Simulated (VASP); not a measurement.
**ZnSe (Stilleite): the band gap, functional by functional**

Aim: the gap of ZnSe (Stilleite) on one structure at many levels of theory. The starting structure is a measured crystal structure from the Crystallography Open Database. Cell and atoms stay as given. Meshes and data sets differ where the inputs say so.

Calculated with VASP 6.6.1; Kohn-Sham DFT with plane waves and PAW; 9 levels of theory, named at each step.

## 1. Set-up

It takes space group F-43m (No. 216, cubic). The conventional cell has a = 5.668 Å, b = 5.668 Å, c = 5.668 Å, α = 90.00°, β = 90.00°, γ = 90.00°. Se has 4 Zn at 2.45 Å nearest. Zn has 4 Se at 2.45 Å nearest. Farther neighbours and most contacts between anions are not listed.

Coordinates:

```xyz
2
Lattice="0.0000 2.8338 2.8338 2.8338 0.0000 2.8338 2.8338 2.8338 0.0000" Properties=species:S:1:pos:R:3 pbc="T T T"
Se    4.2507    4.2507    4.2507
Zn    0.0000    0.0000    0.0000
```

## 2. Bands with LDA

LDA, the lowest rung, knows the local density alone.

The input, INCAR:

```
SYSTEM = ZnSe
PREC = Accurate
ENCUT = 350
EDIFF = 1E-06
NELM = 100
ISMEAR = 0
SIGMA = 0.03
LREAL = .FALSE.
ALGO = Normal
GGA = CA
NBANDS = 21
LORBIT = 11
LWAVE = .FALSE.
LCHARG = .FALSE.
KPAR = 4
LASPH = .TRUE.
```

The input, POSCAR:

```
ZnSe
1.0
    0.0000000000      2.8338000000      2.8338000000
    2.8338000000      0.0000000000      2.8338000000
    2.8338000000      2.8338000000      0.0000000000
Se Zn
1 1
Direct
    0.7500000000      0.7500000000      0.7500000000
    0.0000000000      0.0000000000      0.0000000000
```

The input, KPOINTS:

```
Automatic mesh
0
Gamma
6 6 6
0 0 0
```

The input, KPOINTS_OPT:

```
Line mode
10
Line-mode
Reciprocal
  0.00000000   0.00000000   0.00000000 GAMMA
  0.50000000   0.00000000   0.50000000 X

  0.50000000   0.00000000   0.50000000 X
  0.50000000   0.25000000   0.75000000 W

  0.50000000   0.25000000   0.75000000 W
  0.37500000   0.37500000   0.75000000 K

  0.37500000   0.37500000   0.75000000 K
  0.00000000   0.00000000   0.00000000 GAMMA

  0.00000000   0.00000000   0.00000000 GAMMA
  0.50000000   0.50000000   0.50000000 L

  0.50000000   0.50000000   0.50000000 L
  0.62500000   0.25000000   0.62500000 U

  0.62500000   0.25000000   0.62500000 U
  0.50000000   0.25000000   0.75000000 W

  0.50000000   0.25000000   0.75000000 W
  0.50000000   0.50000000   0.50000000 L

  0.50000000   0.50000000   0.50000000 L
  0.37500000   0.37500000   0.75000000 K

  0.62500000   0.25000000   0.62500000 U
  0.50000000   0.00000000   0.50000000 X
```

Potentials, in the order of the species: Se and Zn (LDA family, release 64).

Launch:

```sh
> mpirun -np 4 vasp_std
```

What it wrote:

```text
[banner, memory and clock lines left out]
running    4 mpi-ranks, on    1 nodes
 distrk:  each k-point on    1 cores,    4 groups
 distr:  one band on    1 cores,    1 groups

 POSCAR found type information on POSCAR SeZn
 POSCAR found :  2 types and       2 ions
 LDA part: xc-table for (Slater(with rela. corr.)+CA(PZ))
 , standard interpolation
 POSCAR, INCAR and KPOINTS ok, starting setup
 FFT: planning ... GRIDC
 FFT: planning ... GRID_SOFT
 FFT: planning ... GRID
 WAVECAR not read
 entering main loop
       N       E                     dE             d eps       ncg     rms          rms(c)
DAV:   1     0.869128996731E+02    0.86913E+02   -0.65398E+03   672   0.756E+02
DAV:   2    -0.116775523626E+01   -0.88081E+02   -0.81211E+02   720   0.189E+02
DAV:   3    -0.759141396566E+01   -0.64237E+01   -0.63647E+01   765   0.517E+01
DAV:   4    -0.765083141961E+01   -0.59417E-01   -0.59394E-01   782   0.516E+00
DAV:   5    -0.765104736955E+01   -0.21595E-03   -0.21595E-03   757   0.306E-01    0.481E+00
DAV:   6    -0.737604005156E+01    0.27501E+00   -0.36304E-01   887   0.181E+01    0.365E+00
DAV:   7    -0.734835572649E+01    0.27684E-01   -0.99758E-02   762   0.255E+00    0.153E+00
DAV:   8    -0.734360283062E+01    0.47529E-02   -0.29033E-03   929   0.685E-01    0.381E-01
DAV:   9    -0.734308018253E+01    0.52265E-03   -0.91551E-04   742   0.176E-01    0.566E-02
DAV:  10    -0.734309844601E+01   -0.18263E-04   -0.10085E-04   825   0.841E-02    0.161E-02
DAV:  11    -0.734309142332E+01    0.70227E-05   -0.11024E-05   967   0.471E-02    0.628E-03
DAV:  12    -0.734309145073E+01   -0.27410E-07   -0.19233E-06   741   0.711E-03
   1 F= -.73430915E+01 E0= -.73430915E+01  d E =-.394725E-15
 Start KPOINTS_OPT (optional k-point list driver)
k-point batch [1-16\100]
       N       E                     dE             ncg
DAV:   1     0.316049562976E+03   -0.59144E+04      680
DAV:   2    -0.110380092089E+04   -0.14199E+04      705
DAV:   3    -0.120916253207E+04   -0.10536E+03      798
DAV:   4    -0.121014063159E+04   -0.97810E+00      826
DAV:   5    -0.121014374710E+04   -0.31155E-02      780
DAV:   6    -0.121014376455E+04   -0.17448E-04      817
DAV:   7    -0.121014376466E+04   -0.11379E-06      623
[...]
k-point batch [97-100\100]
       N       E                     dE             ncg
DAV:   1     0.651802774829E+04   -0.20708E+04      168
DAV:   2     0.616507242445E+04   -0.35296E+03      181
DAV:   3     0.613849513582E+04   -0.26577E+02      203
DAV:   4     0.613823892867E+04   -0.25621E+00      183
DAV:   5     0.613823814423E+04   -0.78444E-03      203
DAV:   6     0.613823813949E+04   -0.47468E-05      188
DAV:   7     0.613823813945E+04   -0.34857E-07      171
```

Wall time 3.2 s (4 MPI ranks of Intel Xeon 6975P-C (Granite Rapids), shared host); peak memory 0.49 GiB.

Lines that name or quote the potential files are left out of all logs, and their timing lines are given in words.

From OUTCAR (step 2):

```text
ion  position               nearest neighbor table
   1  0.750  0.750  0.750-   2 2.45   2 2.45   2 2.45   2 2.45
   2  0.000  0.000  0.000-   1 2.45   1 2.45   1 2.45   1 2.45

  LATTYP: Found a face centered cubic cell.
 ALAT       =     5.6676000000

 Subroutine GETGRP returns: Found 24 space group operations
 (whereof 24 operations were pure point group operations)

The static configuration has the point symmetry T_d .

 Found     16 irreducible k-points:

   k-points           NKPTS =     16   k-points in BZ     NKDIM =     16   number of bands    NBANDS=     21

   dimension x,y,z NGX =    24 NGY =   24 NGZ =   24
   dimension x,y,z NGXF=    48 NGYF=   48 NGZF=   48

   ENCUT  =  350.0 eV  25.72 Ry    5.07 a.u.   6.11  6.11  6.11*2*pi/ulx,y,z

   NELECT =      18.0000    total number of electrons

 k-points in reciprocal lattice and weights: Automatic mesh
   0.00000000  0.00000000  0.00000000       0.005
   0.16666667  0.00000000  0.00000000       0.037
   0.33333333  0.00000000  0.00000000       0.037
   0.50000000  0.00000000  0.00000000       0.019
   0.16666667  0.16666667  0.00000000       0.028
   0.33333333  0.16666667  0.00000000       0.111
   0.50000000  0.16666667  0.00000000       0.111
  -0.33333333  0.16666667  0.00000000       0.111
  -0.16666667  0.16666667  0.00000000       0.056
[...]
-0.33333333  0.33333333  0.16666667       0.111
  -0.33333333  0.50000000  0.16666667       0.056

 average (electrostatic) potential at core
       1 -62.1745       2 -38.1857

 E-fermi :   1.6698

 k-point     1 :       0.0000    0.0000    0.0000
  band No.  band energies     occupation
    ...
      5      -4.7928      2.00000
      6      -4.7928      2.00000
      7       1.5135      2.00000
      8       1.5135      2.00000
      9       1.5135      2.00000
     10       2.5762      0.00000
     11       7.2087      0.00000
     12       7.2087      0.00000
     13       7.2087      0.00000
     14      11.1506      0.00000
    ...

 k-point     2 :       0.1667    0.0000    0.0000
  band No.  band energies     occupation
    ...
      5      -4.7946      2.00000
      6      -4.7946      2.00000
      7      -0.4584      2.00000
      8       1.2574      2.00000
      9       1.2574      2.00000
     10       3.8923      0.00000
     11       7.2453      0.00000
     12       7.6128      0.00000
     13       7.6128      0.00000
     14      11.9191      0.00000
    ...

 k-point     3 :       0.3333    0.0000    0.0000
  band No.  band energies     occupation
    ...
      5      -4.7865      2.00000
      6      -4.7865      2.00000
      7      -2.6181      2.00000
      8       0.8262      2.00000
      9       0.8262      2.00000
     10       4.0169      0.00000
     11       7.8864      0.00000
     12       7.8864      0.00000
     13       8.9021      0.00000
     14      11.6860      0.00000
    ...

  Total       -0.9413747     -0.9413747     -0.9413747      0.0000000      0.0000000     -0.0000000
  in kB      -33.1387050    -33.1387050    -33.1387050      0.0000000      0.0000000     -0.0000000
  external PRESSURE =     -33.1387050 kB  Pullay stress =       0.0000000 kB

  energy-cutoff  :      350.00
  volume of cell :       45.51
      direct lattice vectors                 reciprocal lattice vectors
     0.000000000  2.833800000  2.833800000    -0.176441527  0.176441527  0.176441527
     2.833800000  0.000000000  2.833800000     0.176441527 -0.176441527  0.176441527
     2.833800000  2.833800000  0.000000000     0.176441527  0.176441527 -0.176441527

 POSITION                                       TOTAL-FORCE (eV/Angst)
 -----------------------------------------------------------------------------------
      4.25070      4.25070      4.25070        -0.000000      0.000000     -0.000000
      0.00000      0.00000      0.00000         0.000000     -0.000000      0.000000
 -----------------------------------------------------------------------------------
    total drift:                                0.000003      0.000003      0.000001

  FREE ENERGIE OF THE ION-ELECTRON SYSTEM (eV)
  ---------------------------------------------------
  free  energy   TOTEN  =        -7.3430914507 eV

  energy  without entropy=       -7.3430914507  energy(sigma->0) =       -7.34309145

 total charge
# of ion       s       p       d       tot
------------------------------------------
    1        1.441   2.411   0.030   3.883
    2        0.545   0.454   9.779  10.779
--------------------------------------------------
tot          1.987   2.866   9.809  14.662

[... 3 further parts left out ...]
```

Spin-orbit coupling is off here; it would split degenerate levels. At this level the cell is under a tension of 3.3 GPa, so at these settings it is away from equilibrium.

LDA gives a direct gap of 1.063 eV.

## 3. Bands with PBE

PBE, the usual starting point, adds the gradient of the density.

INCAR: that of step 2 with these lines changed.

```diff
@@ -9,3 +9,3 @@
 ALGO = Normal
-GGA = CA
+GGA = PE
 NBANDS = 21
```

POSCAR is that of step 2.

KPOINTS is that of step 2.

KPOINTS_OPT is that of step 2.

The projector-augmented-wave data sets are Se and Zn (PBE family, release 64).

Launch:

```sh
> mpirun -np 4 vasp_std
```

What it wrote:

```text
[banner, memory and clock lines left out]
running    4 mpi-ranks, on    1 nodes
[...]
LDA part: xc-table for (Slater+PW92), standard interpolation
 POSCAR, INCAR and KPOINTS ok, starting setup
[...]
entering main loop
       N       E                     dE             d eps       ncg     rms          rms(c)
DAV:   1     0.880956373424E+02    0.88096E+02   -0.65482E+03   672   0.757E+02
DAV:   2     0.114153017892E+00   -0.87981E+02   -0.81111E+02   720   0.188E+02
DAV:   3    -0.624574901330E+01   -0.63599E+01   -0.63025E+01   775   0.514E+01
DAV:   4    -0.630225395205E+01   -0.56505E-01   -0.56484E-01   782   0.503E+00
[...]
DAV:  11    -0.601357985281E+01    0.15033E-04   -0.30261E-05   763   0.383E-02    0.617E-03
DAV:  12    -0.601358093453E+01   -0.10817E-05   -0.51808E-06   757   0.103E-02    0.231E-03
DAV:  13    -0.601358107978E+01   -0.14524E-06   -0.13389E-07   619   0.229E-03
   1 F= -.60135811E+01 E0= -.60135811E+01  d E =-.230035E-29
 Start KPOINTS_OPT (optional k-point list driver)
k-point batch [1-16\100]
       N       E                     dE             ncg
DAV:   1     0.368903909417E+03   -0.58616E+04      680
DAV:   2    -0.104922578575E+04   -0.14181E+04      705
DAV:   3    -0.115321564050E+04   -0.10399E+03      806
DAV:   4    -0.115414372203E+04   -0.92808E+00      826
DAV:   5    -0.115414644892E+04   -0.27269E-02      772
DAV:   6    -0.115414646342E+04   -0.14493E-04      802
DAV:   7    -0.115414646351E+04   -0.93192E-07      636
[...]
k-point batch [97-100\100]
       N       E                     dE             ncg
DAV:   1     0.653120496578E+04   -0.20576E+04      168
DAV:   2     0.617883521515E+04   -0.35237E+03      181
DAV:   3     0.615259792025E+04   -0.26237E+02      208
DAV:   4     0.615235308538E+04   -0.24483E+00      178
DAV:   5     0.615235239989E+04   -0.68549E-03      203
DAV:   6     0.615235239595E+04   -0.39430E-05      193
DAV:   7     0.615235239592E+04   -0.29018E-07      174
```

Elapsed: 3.8 s, on 4 MPI ranks; peak memory 0.53 GiB.

OUTCAR, selected parts (step 3):

```text
  Total        0.6077038      0.6077038      0.6077038     -0.0000000     -0.0000000      0.0000000
  in kB       21.3926663     21.3926663     21.3926663     -0.0000000     -0.0000000      0.0000000
  external PRESSURE =      21.3926663 kB  Pullay stress =       0.0000000 kB

 POSITION                                       TOTAL-FORCE (eV/Angst)
 -----------------------------------------------------------------------------------
      4.25070      4.25070      4.25070         0.000000      0.000000      0.000000
      0.00000      0.00000      0.00000        -0.000000     -0.000000     -0.000000
 -----------------------------------------------------------------------------------
    total drift:                                0.000006      0.000006      0.000005

  FREE ENERGIE OF THE ION-ELECTRON SYSTEM (eV)
  ---------------------------------------------------
  free  energy   TOTEN  =        -6.0135810798 eV

  energy  without entropy=       -6.0135810798  energy(sigma->0) =       -6.01358108

[... 2 parts as in an earlier step ...]

[... 1 further part left out ...]
[key lines of the parts left out:]
E-fermi :   1.8509
```

PBE gives a direct gap of 1.285 eV. The least gap is +0.223 eV from that of LDA.

## 4. Bands with r2SCAN

r2SCAN adds the kinetic-energy density, costs more than a GGA and is run with LASPH.

INCAR: that of step 3 with these lines changed.

```diff
@@ -9,3 +9,4 @@
 ALGO = Normal
-GGA = PE
+METAGGA = R2SCAN
+LASPH = .TRUE.
 NBANDS = 21
@@ -15,2 +16 @@
 KPAR = 4
-LASPH = .TRUE.
```

POSCAR is that of step 3.

KPOINTS is that of step 3.

KPOINTS_OPT is that of step 3.

Launch:

```sh
> mpirun -np 4 vasp_std
```

What it wrote:

```text
[banner, memory and clock lines left out]
running    4 mpi-ranks, on    1 nodes
[...]
|                                                                             |
|               ----> ADVICE to this user running VASP <----                  |
|                                                                             |
|     You enforced a specific xc type in the INCAR file but a different       |
|     [... a line on the potential file left out ...]
|     I HOPE YOU KNOW WHAT YOU ARE DOING!                                     |
|                                                                             |

 LDA part: xc-table for (None), standard interpolation
 POSCAR, INCAR and KPOINTS ok, starting setup
[...]
entering main loop
       N       E                     dE             d eps       ncg     rms          rms(c)
DAV:   1     0.687097402365E+02    0.68710E+02   -0.66731E+03   672   0.772E+02
DAV:   2    -0.210167164811E+02   -0.89726E+02   -0.82775E+02   720   0.193E+02
[...]
DAV:  12    -0.248926640327E+02    0.22958E-04   -0.21376E-04   824   0.319E-01    0.880E-03
DAV:  13    -0.248926714888E+02   -0.74562E-05   -0.12121E-05   811   0.493E-02    0.486E-03
DAV:  14    -0.248926714215E+02    0.67366E-07   -0.19801E-06   600   0.172E-02
   1 F= -.24892671E+02 E0= -.24892671E+02  d E =-.105735E-32
 Start KPOINTS_OPT (optional k-point list driver)
k-point batch [1-16\100]
       N       E                     dE             ncg
DAV:   1     0.276307449927E+03   -0.59542E+04      688
DAV:   2    -0.117181830757E+04   -0.14481E+04      715
DAV:   3    -0.127903797334E+04   -0.10722E+03      806
DAV:   4    -0.127997438863E+04   -0.93642E+00      800
DAV:   5    -0.127997694334E+04   -0.25547E-02      772
DAV:   6    -0.127997695605E+04   -0.12717E-04      790
DAV:   7    -0.127997695614E+04   -0.80930E-07      634
[...]
k-point batch [97-100\100]
       N       E                     dE             ncg
DAV:   1     0.651115240057E+04   -0.20777E+04      168
DAV:   2     0.614822172312E+04   -0.36293E+03      181
DAV:   3     0.612084175016E+04   -0.27380E+02      208
DAV:   4     0.612058923905E+04   -0.25251E+00      178
DAV:   5     0.612058858014E+04   -0.65892E-03      208
DAV:   6     0.612058857651E+04   -0.36305E-05      178
DAV:   7     0.612058857648E+04   -0.24966E-07      176
```

Elapsed: 10 s, on 4 MPI ranks; peak memory 0.51 GiB; 39 s of CPU time.

OUTCAR, selected parts (step 4):

```text
  Total       -0.0530376     -0.0530376     -0.0530376      0.0000000     -0.0000000     -0.0000000
  in kB       -1.8670550     -1.8670550     -1.8670550      0.0000000     -0.0000000     -0.0000000
  external PRESSURE =      -1.8670550 kB  Pullay stress =       0.0000000 kB

 POSITION                                       TOTAL-FORCE (eV/Angst)
 -----------------------------------------------------------------------------------
      4.25070      4.25070      4.25070         0.000000      0.000000     -0.000000
      0.00000      0.00000      0.00000        -0.000000     -0.000000      0.000000
 -----------------------------------------------------------------------------------
    total drift:                                0.000068      0.000068      0.000068

  FREE ENERGIE OF THE ION-ELECTRON SYSTEM (eV)
  ---------------------------------------------------
  free  energy   TOTEN  =       -24.8926714215 eV

  energy  without entropy=      -24.8926714215  energy(sigma->0) =      -24.89267142

[... 2 parts as in an earlier step ...]

[... 1 further part left out ...]
[key lines of the parts left out:]
E-fermi :   1.5494
```

r2SCAN gives a direct gap of 1.861 eV. The least gap is +0.799 eV from that of LDA.

## 5. Bands with TB-mBJ

TB-mBJ is a local potential fitted to gaps: it costs far less than a hybrid but gives no energy. Its energies, forces and stress mean nothing.

INCAR: that of step 4 with these lines changed.

```diff
@@ -4,3 +4,3 @@
 EDIFF = 1E-06
-NELM = 100
+NELM = 150
 ISMEAR = 0
@@ -9,3 +9,3 @@
 ALGO = Normal
-METAGGA = R2SCAN
+METAGGA = MBJ
 LASPH = .TRUE.
```

POSCAR is that of step 4.

KPOINTS is that of step 4.

KPOINTS_OPT is that of step 4.

Launch:

```sh
> mpirun -np 4 vasp_std
```

What it wrote:

```text
[banner, memory and clock lines left out]
running    4 mpi-ranks, on    1 nodes
[...]
[... a notice as in an earlier step ...]

 LDA part: xc-table for (None), standard interpolation
 POSCAR, INCAR and KPOINTS ok, starting setup
[...]
entering main loop
       N       E                     dE             d eps       ncg     rms          rms(c)
DAV:   1     0.312827909628E+03    0.31283E+03   -0.63510E+03   672   0.736E+02
DAV:   2     0.227581550929E+03   -0.85246E+02   -0.78334E+02   715   0.181E+02
DAV:   3     0.221446488561E+03   -0.61351E+01   -0.60711E+01   783   0.504E+01
DAV:   4     0.221392376700E+03   -0.54112E-01   -0.54090E-01   777   0.482E+00
[...]
DAV:  36     0.224110760361E+03    0.19155E-05   -0.11091E-11   431   0.180E-05    0.903E-06
DAV:  37     0.224110763690E+03    0.33290E-05   -0.12615E-12   416   0.894E-06    0.138E-06
DAV:  38     0.224110763865E+03    0.17503E-06   -0.80307E-13   441   0.765E-06
   1 F= 0.22411076E+03 E0= 0.22411076E+03  d E =-.263599E-19
 Start KPOINTS_OPT (optional k-point list driver)
k-point batch [1-16\100]
       N       E                     dE             ncg
DAV:   1     0.525043269522E+03   -0.57054E+04      688
DAV:   2    -0.887468553765E+03   -0.14125E+04      710
DAV:   3    -0.989034005447E+03   -0.10157E+03      814
DAV:   4    -0.989923007111E+03   -0.88900E+00      798
DAV:   5    -0.989925788174E+03   -0.27811E-02      824
DAV:   6    -0.989925808104E+03   -0.19930E-04      777
DAV:   7    -0.989925808291E+03   -0.18762E-06      638
[...]
k-point batch [97-100\100]
       N       E                     dE             ncg
DAV:   1     0.657401006715E+04   -0.20148E+04      168
DAV:   2     0.622102694007E+04   -0.35298E+03      181
DAV:   3     0.619502093937E+04   -0.26006E+02      208
DAV:   4     0.619478476510E+04   -0.23617E+00      178
DAV:   5     0.619478407230E+04   -0.69280E-03      208
DAV:   6     0.619478406753E+04   -0.47703E-05      203
DAV:   7     0.619478406748E+04   -0.42492E-07      176
```

Run time: 11 s. Hardware: 4 MPI ranks; peak memory 0.54 GiB; 42 s of CPU time.

Parts of OUTCAR (step 5):

```text
  Total      -82.7430571    -82.7430571    -82.7430571      0.0000000      0.0000000      0.0000000
  in kB    -2912.7590585  -2912.7590585  -2912.7590585      0.0000000      0.0000000      0.0000000
  external PRESSURE =   -2912.7590585 kB  Pullay stress =       0.0000000 kB

 POSITION                                       TOTAL-FORCE (eV/Angst)
 -----------------------------------------------------------------------------------
      4.25070      4.25070      4.25070         0.000000      0.000000     -0.000000
      0.00000      0.00000      0.00000        -0.000000     -0.000000      0.000000
 -----------------------------------------------------------------------------------
    total drift:                               -0.000734     -0.000734     -0.000735

  FREE ENERGIE OF THE ION-ELECTRON SYSTEM (eV)
  ---------------------------------------------------
  free  energy   TOTEN  =       224.1107638654 eV

  energy  without entropy=      224.1107638654  energy(sigma->0) =      224.11076387

[... 2 parts as in an earlier step ...]

[... 1 further part left out ...]
[key lines of the parts left out:]
E-fermi :   2.0533
```

TB-mBJ gives a direct gap of 2.786 eV. The least gap is +1.723 eV from that of LDA.

(Continued in part 2 of 3.)

[Lines on the potential files, build, host, timing and source positions are cut from VASP's logs without a mark.]

[Logs are printed without paths, hosts, clocks, repeated set-up lines and the standing remarks that a program may print on its own settings, such as how far it seeks lower states.]

[Hosts, paths, dates, database ids (printed as entryN), source tags and the programs' standing remarks are cut or masked in the printed files.]
